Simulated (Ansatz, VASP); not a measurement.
# GaAsHCl (H-GaAs-Cl chair, 3 layers, AA) in two plane-wave programs, part 2 of 2

Aim: how closely do two programs agree when they are given the same cell, functional and k mesh? The structure shown is the start of the Ansatz relaxation below; VASP solves that cell, so the two are compared at the walk's first step.

VASP 6.6.1 and Ansatz 0.2.0.

So far: Set-up; Ansatz: relaxation, PBE with D4.

### 3. VASP: single point, PBE with D4, start cell

Level of this step: PBE with D4; plane waves and PAW (Cl, As, Ga_d, H) (VASP).

The same cell, functional, mesh and smearing now go to VASP, with its own data sets.

Lines of VASP's logs that name or quote its potential files are left out, and so is its time.

Input file INCAR:

```
SYSTEM = GaAsHCl
PREC = Accurate
ENCUT = 400
EDIFF = 1E-06
NELM = 120
ISMEAR = -1
SIGMA = 0.05
LREAL = .FALSE.
ALGO = Normal
GGA = PE
IVDW = 13
NBANDS = 51
LORBIT = 11
LWAVE = .FALSE.
LCHARG = .FALSE.
ISIF = 2
LDIPOL = .TRUE.
IDIPOL = 3
DIPOL = 0.5 0.5 0.502
LVHAR = .TRUE.
LASPH = .TRUE.
GGA_COMPAT = .FALSE.
EFERMI = MIDGAP
NELMDL = -8
KPAR = 2
```

Input file POSCAR:

```
GaAsHCl
1.0
    3.9765000000      0.0000000000      0.0000000000
   -1.9882500000      3.4437500000      0.0000000000
    0.0000000000      0.0000000000     69.0300000000
Cl As Ga H
3 3 3 3
Direct
    0.6666667151      0.3333334301      0.3621613791
    0.6666667151      0.3333334301      0.4670915979
    0.6666667151      0.3333334301      0.5720218311
    0.6666667151      0.3333334301      0.3941764450
    0.6666667151      0.3333334301      0.4991066638
    0.6666667151      0.3333334301      0.6040368970
    0.3333332849      0.6666665699      0.4058138925
    0.3333332849      0.6666665699      0.5107441257
    0.3333332849      0.6666665699      0.6156743445
    0.3333332849      0.6666665699      0.4279781689
    0.3333332849      0.6666665699      0.5329084021
    0.3333332849      0.6666665699      0.6378386209
```

Input file KPOINTS:

```
Automatic mesh
0
Gamma
8 8 1
0 0 0
```

The projector-augmented-wave data sets are Cl, As, Ga_d and H (PBE family, release 64).

Launch:

```sh
$ mpirun -np 2 vasp_std
```

Numbers of over 12 decimals in the logs are rounded to 6 here.

What it wrote:

```text
[banner, memory and clock lines left out]
running    2 mpi-ranks, on    1 nodes
 distrk:  each k-point on    1 cores,    2 groups
 distr:  one band on    1 cores,    1 groups

 POSCAR found type information on POSCAR ClAsGaH
 POSCAR found :  4 types and      12 ions
 LDA part: xc-table for (Slater+PW92), standard interpolation
|                                                                             |
|           W    W    AA    RRRRR   N    N  II  N    N   GGGG   !!!           |
|           W    W   A  A   R    R  NN   N  II  NN   N  G    G  !!!           |
|           W    W  A    A  R    R  N N  N  II  N N  N  G       !!!           |
|           W WW W  AAAAAA  RRRRR   N  N N  II  N  N N  G  GGG   !            |
|           WW  WW  A    A  R   R   N   NN  II  N   NN  G    G                |
|           W    W  A    A  R    R  N    N  II  N    N   GGGG   !!!           |
|                                                                             |
|     One of the lattice vectors is very long (>50 A), but AMIN is rather     |
|     large. This can spoil convergence since charge sloshing might occur     |
|     along the long lattice vector. If problems with convergence are         |
|     observed, try to decrease AMIN to a smaller value (e.g. 0.01).          |
|     Note: This warning only applies if the self-consistency cycle is        |
|     used.                                                                   |
|                                                                             |

 POSCAR, INCAR and KPOINTS ok, starting setup
 FFT: planning ... GRIDC
 FFT: planning ... GRID_SOFT
 FFT: planning ... GRID
 WAVECAR not read
 entering main loop
       N       E                     dE             d eps       ncg     rms          rms(c)
DAV:   1     0.553351450714E+03    0.55335E+03   -0.26814E+04  1212   0.101E+03
DAV:   2     0.531679174900E+02   -0.50018E+03   -0.48650E+03  1464   0.247E+02
DAV:   3    -0.372552293408E+02   -0.90423E+02   -0.89094E+02  1393   0.101E+02
DAV:   4    -0.420358094868E+02   -0.47806E+01   -0.47533E+01  1370   0.282E+01
DAV:   5    -0.421278399637E+02   -0.92030E-01   -0.91977E-01  1445   0.391E+00
DAV:   6    -0.421294885089E+02   -0.16485E-02   -0.16483E-02  1530   0.560E-01
DAV:   7    -0.421295272180E+02   -0.38709E-04   -0.38704E-04  1429   0.823E-02
DAV:   8    -0.421295279946E+02   -0.77659E-06   -0.77599E-06  1375   0.113E-02    0.116E+01
DAV:   9    -0.409159087692E+02    0.12136E+01   -0.91751E-01  1532   0.782E+00    0.773E+00
DAV:  10    -0.406476262035E+02    0.26828E+00   -0.22737E+00  1157   0.690E+00    0.153E+00
DAV:  11    -0.406025147861E+02    0.45111E-01   -0.44327E-01  1230   0.473E+00    0.632E-01
DAV:  12    -0.406091539567E+02   -0.66392E-02   -0.64545E-02  1306   0.124E+00    0.237E-01
DAV:  13    -0.406093097483E+02   -0.15579E-03   -0.66264E-03  1325   0.423E-01    0.127E-01
DAV:  14    -0.406097381678E+02   -0.42842E-03   -0.14548E-03  1232   0.180E-01    0.496E-02
[...]
DAV:  22    -0.406102770654E+02   -0.16144E-04   -0.47034E-07   994   0.270E-03    0.105E-03
DAV:  23    -0.406103042233E+02   -0.27158E-04   -0.52068E-07   886   0.191E-03    0.671E-04
DAV:  24    -0.406103112428E+02   -0.70195E-05   -0.50314E-08   880   0.124E-03    0.395E-04
DAV:  25    -0.406103239067E+02   -0.12664E-04   -0.16830E-07   833   0.996E-04    0.233E-04
DAV:  26    -0.406103269043E+02   -0.29975E-05   -0.46920E-08   847   0.653E-04    0.161E-04
DAV:  27    -0.406103285515E+02   -0.16472E-05   -0.13683E-08   802   0.441E-04    0.903E-05
DAV:  28    -0.406103300375E+02   -0.14860E-05   -0.20587E-08   763   0.400E-04    0.489E-05
DAV:  29    -0.406103304177E+02   -0.38022E-06   -0.19899E-09   797   0.266E-04
   1 F= -.42840883E+02 E0= -.42840286E+02  d E =-.119358E-02
```

From OUTCAR (step 3):

```text
ion  position               nearest neighbor table
   1  0.667  0.333  0.362-   4 2.21
   2  0.667  0.333  0.467-   5 2.21
   3  0.667  0.333  0.572-   6 2.21
   4  0.667  0.333  0.394-   1 2.21   7 2.43   7 2.43   7 2.43
   5  0.667  0.333  0.499-   2 2.21   8 2.43   8 2.43   8 2.43
   6  0.667  0.333  0.604-   3 2.21   9 2.43   9 2.43   9 2.43
   7  0.333  0.667  0.406-  10 1.53   4 2.43   4 2.43   4 2.43
   8  0.333  0.667  0.511-  11 1.53   5 2.43   5 2.43   5 2.43
   9  0.333  0.667  0.616-  12 1.53   6 2.43   6 2.43   6 2.43
  10  0.333  0.667  0.428-   7 1.53
  11  0.333  0.667  0.533-   8 1.53
  12  0.333  0.667  0.638-   9 1.53

  LATTYP: Found a hexagonal cell.
 ALAT       =     3.9765000000
 C/A-ratio  =    17.3594869860

 Subroutine GETGRP returns: Found  6 space group operations
 (whereof  6 operations were pure point group operations)

The static configuration has the point symmetry C_3v.

 Found     10 irreducible k-points:

   k-points           NKPTS =     10   k-points in BZ     NKDIM =     10   number of bands    NBANDS=     51

   dimension x,y,z NGX =    28 NGY =   28 NGZ =  450
   dimension x,y,z NGXF=    56 NGYF=   56 NGZF=  900

   ENCUT  =  400.0 eV  29.40 Ry    5.42 a.u.   6.48  6.48112.57*2*pi/ulx,y,z

   NELECT =      78.0000    total number of electrons

 k-points in reciprocal lattice and weights: Automatic mesh
   0.00000000  0.00000000  0.00000000       0.016
   0.12500000  0.00000000  0.00000000       0.094
   0.25000000  0.00000000  0.00000000       0.094
   0.37500000  0.00000000  0.00000000       0.094
   0.50000000  0.00000000  0.00000000       0.047
   0.12500000  0.12500000  0.00000000       0.094
   0.25000000  0.12500000  0.00000000       0.188
   0.37500000  0.12500000  0.00000000       0.188
   0.25000000  0.25000000  0.00000000       0.094
   0.37500000  0.25000000  0.00000000       0.094

 dipolmoment           0.000000      0.000000     -0.162399 electrons x Angstroem

 average (electrostatic) potential at core
       1 -98.3808       2 -99.0845       3 -99.7732       4 -57.7640       5 -58.4478
       6 -59.1328       7 -72.8608       8 -73.5466       9 -74.2352      10 -38.9026
      11 -39.5922      12 -40.2887

 E-fermi :  -2.8809

 k-point     1 :       0.0000    0.0000    0.0000
  band No.  band energies     occupation
    ...
     35      -4.4043      2.00000
     36      -3.7183      2.00000
     37      -3.7183      2.00000
     38      -3.0276      1.89908
     39      -3.0276      1.89907
     40      -2.7728      0.20660
     41      -2.1307      0.00000
     42      -1.8754      0.00000
     43      -1.4209      0.00000
     44      -1.0784      0.00000
    ...

 k-point     2 :       0.1250    0.0000    0.0000
  band No.  band energies     occupation
    ...
     35      -4.6390      2.00000
     36      -4.6335      2.00000
     37      -3.9529      2.00000
     38      -3.9395      2.00000
     39      -3.2614      1.99901
     40      -2.0045      0.00000
     41      -1.6631      0.00000
     42      -1.3051      0.00000
     43      -0.8947      0.00000
     44      -0.6111      0.00000
    ...

 k-point     3 :       0.2500    0.0000    0.0000
  band No.  band energies     occupation
    ...
     35      -5.3824      2.00000
     36      -5.0679      2.00000
     37      -4.6849      2.00000
     38      -4.3814      2.00000
     39      -3.6880      2.00000
     40      -2.0732      0.00000
     41      -1.4473      0.00000
     42      -1.3808      0.00000
     43      -0.7296      0.00000
     44      -0.6891      0.00000
    ...

  DFT-D4 for vdW energy calculation

  Edisp (eV):   -2.23055

  Total       2.29053     2.29053    -1.50914     0.00000    -0.00000     0.00000
  in kB       3.88218     3.88218    -2.55782     0.00000    -0.00000     0.00000
  external pressure =        1.74 kB  Pullay stress =        0.00 kB

  energy-cutoff  :      400.00
  volume of cell :      945.30
      direct lattice vectors                 reciprocal lattice vectors
     3.976500000  0.000000000  0.000000000     0.251477430  0.145190563  0.000000000
    -1.988250000  3.443750000  0.000000000     0.000000000  0.290381125  0.000000000
     0.000000000  0.000000000 69.030000000     0.000000000  0.000000000  0.014486455

 POSITION                                       TOTAL-FORCE (eV/Angst)
 -----------------------------------------------------------------------------------
      1.98825      1.14792     25.00000        -0.000000     -0.000000      0.451126
      1.98825      1.14792     32.24333        -0.000000     -0.000000      0.384695
      1.98825      1.14792     39.48667        -0.000000      0.000000      0.387286
      1.98825      1.14792     27.21000         0.000000     -0.000000     -0.499283
      1.98825      1.14792     34.45333         0.000000     -0.000000     -0.481417
      1.98825      1.14792     41.69667         0.000000     -0.000000     -0.481804
     -0.00000      2.29583     28.01333         0.000000     -0.000000     -0.396018
     -0.00000      2.29583     35.25667         0.000000      0.000000     -0.402288
     -0.00000      2.29583     42.50000        -0.000000     -0.000000     -0.459292
     -0.00000      2.29583     29.54333         0.000000      0.000000      0.503065
     -0.00000      2.29583     36.78667         0.000000      0.000000      0.501434
     -0.00000      2.29583     44.03000         0.000000     -0.000000      0.492498
 -----------------------------------------------------------------------------------
    total drift:                                0.000000     -0.000703     -0.002055

  FREE ENERGIE OF THE ION-ELECTRON SYSTEM (eV)
  ---------------------------------------------------
  free  energy   TOTEN  =       -42.8408828031 eV

  energy  without entropy=      -42.8396892242  energy(sigma->0) =      -42.84028601

 vacuum level on the upper side and lower side of the slab         0.894         3.040

 total charge
# of ion       s       p       d       tot
------------------------------------------
    1        1.611   3.457   0.000   5.068
    2        1.611   3.458   0.000   5.068
    3        1.611   3.457   0.000   5.068
    4        1.213   1.511   0.060   2.784
    5        1.213   1.512   0.060   2.785
    6        1.214   1.511   0.060   2.785
    7        0.892   0.918   9.994  11.804
    8        0.892   0.918   9.994  11.804
    9        0.891   0.918   9.995  11.804
   10        0.538   0.011   0.000   0.549
   11        0.538   0.011   0.000   0.549
   12        0.539   0.011   0.000   0.550
--------------------------------------------------
tot         12.763  17.692  30.163  60.618

[... 3 further parts left out ...]
```

### 4. Comparison

Known differences besides the potentials themselves: Ansatz cuts the interaction across the vacuum, VASP repeats the sheet with a dipole correction; the data sets hold 108 valence electrons in Ansatz (on its default PAW (the set named soft_2) files) and 78 in VASP; the cutoff is 420 eV in Ansatz and 400 eV in VASP. Total energies have different zeros and are not compared.

Forces on 9 of the 12 atoms, those with the largest forces and the largest differences (eV/Å; atoms numbered as in POSCAR):

```
atom        Ansatz x, y, z          VASP x, y, z
 As4  0.000, 0.000, -0.500  0.000, 0.000, -0.499
 As5  0.000, 0.000, -0.481  0.000, 0.000, -0.481
 As6  0.000, 0.000, -0.483  0.000, 0.000, -0.482
 Ga7  0.000, 0.000, -0.422  0.000, 0.000, -0.396
 Ga8  0.000, 0.000, -0.433  0.000, 0.000, -0.402
 Ga9  0.000, 0.000, -0.492  0.000, 0.000, -0.459
 H10   0.000, 0.000, 0.526   0.000, 0.000, 0.503
 H11   0.000, 0.000, 0.524   0.000, 0.000, 0.501
 H12   0.000, 0.000, 0.515   0.000, 0.000, 0.492
```

The forces differ by 11 meV/Å r.m.s., which is 4.2 % of the r.m.s. force of 0.263 eV/Å (both taken over all components). With vacuum in the cell, a pressure given here is an average over mostly empty space and none of the material.

### 5. Results

```yaml
r_m_s_force_difference_single_point_pbe_with_d4_start_cell: 4.2 % of the r.m.s. force
```

The r.m.s. force difference is 4.2 % of the r.m.s. force (single point, PBE with D4, start cell), beyond the 3 % picked in this series as the mark of a large difference. The data sets hold unlike numbers of valence electrons (108 in Ansatz and 78 in VASP), so part of the differences comes from the potentials. 1 further run of this series is not shown here. Such differences can come from data sets, numerical settings and the points named under the comparisons, not from the functional's error against experiment.

[Lines on the potential files, build, host, timing and source positions are cut from VASP's logs without a mark.]

[Logs are printed without paths, hosts, clocks, repeated set-up lines and the standing remarks that a program may print on its own settings, such as how far it seeks lower states.]

[Hosts, paths, dates, database ids (printed as entryN), source tags and the programs' standing remarks are cut or masked in the printed files.]
